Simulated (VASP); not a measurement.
A run of VASP 6.6.1 is set up as follows.

INCAR

```
SYSTEM = SbAs2
  PREC = Accurate
  ENCUT = 520
  EDIFF = 1E-6
  ISMEAR = 0
  SIGMA = 0.01
  LREAL = .FALSE.
  LASPH = .TRUE.
  NELM = 100
  ALGO = Normal
  ISIF = 2
  LWAVE = .FALSE.
  LCHARG = .FALSE.
  METAGGA = MS2
  LMIXTAU = .TRUE.
  LORBIT = 11
```

SbAs2.cif

```cif
data_SbAs2
_cell_length_a 4.75695299
_cell_length_b 4.75695299
_cell_length_c 14.22310008
_cell_angle_alpha 90.00000000
_cell_angle_beta 90.00000000
_cell_angle_gamma 120.00000000
_space_group_name_H-M_alt 'R-3m'
_space_group_name_Hall '-R 3 2"'
_space_group_IT_number 166
loop_
_space_group_symop_operation_xyz
'x,y,z'
'-x,-y,-z'
'-y,x-y,z'
'y,-x+y,-z'
'-x+y,-x,z'
'x-y,x,-z'
'y,x,-z'
'-y,-x,z'
'x-y,-y,-z'
'-x+y,y,z'
'-x,-x+y,-z'
'x,x-y,z'
'x+2/3,y+1/3,z+1/3'
'-x+2/3,-y+1/3,-z+1/3'
'-y+2/3,x-y+1/3,z+1/3'
'y+2/3,-x+y+1/3,-z+1/3'
'-x+y+2/3,-x+1/3,z+1/3'
'x-y+2/3,x+1/3,-z+1/3'
'y+2/3,x+1/3,-z+1/3'
'-y+2/3,-x+1/3,z+1/3'
'x-y+2/3,-y+1/3,-z+1/3'
'-x+y+2/3,y+1/3,z+1/3'
'-x+2/3,-x+y+1/3,-z+1/3'
'x+2/3,x-y+1/3,z+1/3'
'x+1/3,y+2/3,z+2/3'
'-x+1/3,-y+2/3,-z+2/3'
'-y+1/3,x-y+2/3,z+2/3'
'y+1/3,-x+y+2/3,-z+2/3'
'-x+y+1/3,-x+2/3,z+2/3'
'x-y+1/3,x+2/3,-z+2/3'
'y+1/3,x+2/3,-z+2/3'
'-y+1/3,-x+2/3,z+2/3'
'x-y+1/3,-y+2/3,-z+2/3'
'-x+y+1/3,y+2/3,z+2/3'
'-x+1/3,-x+y+2/3,-z+2/3'
'x+1/3,x-y+2/3,z+2/3'
loop_
_atom_site_label
_atom_site_type_symbol
_atom_site_symmetry_multiplicity
_atom_site_Wyckoff_symbol
_atom_site_fract_x
_atom_site_fract_y
_atom_site_fract_z
_atom_site_occupancy
Sb1 Sb 3 a 0.0000000000 0.0000000000 0.0000000000 1
As1 As 6 c 0.6666666667 0.3333333333 0.0493794633 1
```

File KPOINTS:

```
regular mesh
0
G
  7 7 2
  0 0 0
```

The input POSCAR:

```
Sb As
 1.0000000000000000
     4.7569529900000003    0.0000000000000000    0.0000000000000000
    -2.3784764949999992    4.1196421339483429    0.0000000000000000
     0.0000000000000000    0.0000000000000000   14.2231000800000000
 Sb  As 
   3   6
Cartesian
  0.0000000000000000  0.0000000000000000  0.0000000000000000
  2.3784764950000006  1.3732140446494476  4.7410333599999994
  0.0000000000000007  2.7464280892988953  9.4820667199999988
  2.3784764952378477  1.3732140445121261  0.7023290484125871
 -0.0000000002378471  2.7464280894362170 13.5207710315874134
  0.0000000002378480  2.7464280891615735  5.4433624084125869
  4.7569529897621532  0.0000000001373214  4.0387043115874128
 -2.3784764947621517  4.1196421338110216 10.1843957684125854
  2.3784764947621531  1.3732140447867689  8.7797376715874123
```

Potentials or basis: VASP PAW PBE potentials, release 64 (Sb, As).

The run is started by

```sh
$ ase convert -i cif -o vasp SbAs2.cif POSCAR
$ cat potpaw_PBE.64/Sb/POTCAR potpaw_PBE.64/As/POTCAR > POTCAR
$ mpirun -np 1 vasp_std > vasp.out
```

Task: Estimate the pressure.

Result: -2.5 GPa.

Task: Predict the largest force.

Result: 0.213 eV/Å.

Stress tensor (GPa, compression positive):
```
-2.39  0.00  0.00
 0.00 -2.39  0.00
 0.00  0.00 -2.73
```

Caveat: the PAW data sets were made with another functional, which shifts forces and pressure a little. The run has no spin-orbit coupling, so splittings on Sb are missing.
